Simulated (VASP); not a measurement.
Method: PBEsol GGA, VASP's PBE PAW potentials (set 64) (plane waves; VASP 6.6.1).

Input for VASP

### INCAR
```
# general
SYSTEM   =  Mo
PREC     =  Accurate
ENCUT    =  500
LREAL    =  .FALSE.
LASPH    =  .TRUE.

# electronic loop
EDIFF    =  1E-6
NELM     =  100
ALGO     =  Normal
LMAXMIX  =  4

# smearing
ISMEAR   =  1
SIGMA    =  0.1

# functional
GGA      =  PS

# ions
IBRION   =  2
NSW      =  40
ISIF     =  3
EDIFFG   =  -0.02
PSTRESS  =  450

# output
LWAVE    =  .FALSE.
LCHARG   =  .FALSE.
```

KPOINTS:
```
Automatic mesh
0
Gamma
17 17 17
0 0 0
```

File POSCAR:
```
Mo
1.0
 -1.5028472363   1.5028472363   1.5028472363
  1.5028472363  -1.5028472363   1.5028472363
  1.5028472363   1.5028472363  -1.5028472363
Mo
1
Direct
  0.0000000000   1.0000000000   1.0000000000
```

POTCAR, in this order: Mo_sv (PBE.64 set). Program: vasp_std.

The resulting files:

### OSZICAR
```
       N       E                     dE             d eps       ncg     rms          rms(c)
DAV:   1     0.871066374363E+02    0.87107E+02   -0.82114E+03  3694   0.129E+03
DAV:   2    -0.109576358825E+02   -0.98064E+02   -0.94369E+02  3939   0.341E+02
DAV:   3    -0.121799151358E+02   -0.12223E+01   -0.12152E+01  4221   0.381E+01
DAV:   4    -0.121826668608E+02   -0.27517E-02   -0.27512E-02  3995   0.217E+00
DAV:   5    -0.121826807016E+02   -0.13841E-04   -0.13840E-04  4214   0.145E-01    0.218E+01
DAV:   6    -0.116554120670E+02    0.52727E+00   -0.81582E-01  3885   0.114E+01    0.752E+00
DAV:   7    -0.115590362118E+02    0.96376E-01   -0.23161E-01  4110   0.566E+00    0.757E-01
DAV:   8    -0.115537429281E+02    0.52933E-02   -0.42001E-03  3852   0.945E-01    0.140E-01
DAV:   9    -0.115537588792E+02   -0.15951E-04   -0.60766E-05  4235   0.104E-01    0.784E-02
DAV:  10    -0.115537654866E+02   -0.66074E-05   -0.83374E-06  3926   0.375E-02    0.855E-03
DAV:  11    -0.115537657485E+02   -0.26191E-06   -0.91743E-08  2229   0.321E-03
   1 F= -.77404178E+01 E0= -.77403188E+01  d E =-.774042E+01
```

File OUTCAR:
```
------------------------ aborting loop because EDIFF is reached ----------------------------------------
  FORCE on cell =-STRESS in cart. coord.  units (eV):
  Direction    XX          YY          ZZ          XY          YZ          ZX
  --------------------------------------------------------------------------------------
  Total        3.8000099      3.8000099      3.8000099      0.0000000     -0.0000000      0.0000000
  in kB      448.4260236    448.4260236    448.4260236      0.0000000     -0.0000000      0.0000000
  external PRESSURE =      -1.5739764 kB  Pullay stress =     450.0000000 kB
  volume of cell :       13.58
      direct lattice vectors                 reciprocal lattice vectors
    -1.502847236  1.502847236  1.502847236     0.000000000  0.332701813  0.332701813
     1.502847236 -1.502847236  1.502847236     0.332701813  0.000000000  0.332701813
     1.502847236  1.502847236 -1.502847236     0.332701813  0.332701813  0.000000000
 POSITION                                       TOTAL-FORCE (eV/Angst)
 -----------------------------------------------------------------------------------
      0.00000      0.00000      0.00000         0.000000     -0.000000     -0.000000
 -----------------------------------------------------------------------------------
    total drift:                                0.000000     -0.000000     -0.000000
  FREE ENERGIE OF THE ION-ELECTRON SYSTEM (eV)
  ---------------------------------------------------
  free  energy   TOTEN  =       -11.5537657485 eV

  energy  without entropy=      -11.5534687451  energy(sigma->0) =      -11.55366675
  enthalpy is  TOTEN    =        -7.7404178045 eV   P V=        3.8133479440

 reached required accuracy - stopping structural energy minimisation
```
(Selected blocks of OUTCAR.)

The compound is Mo in the bcc structure. It was relaxed first under an external pressure of 45 GPa.
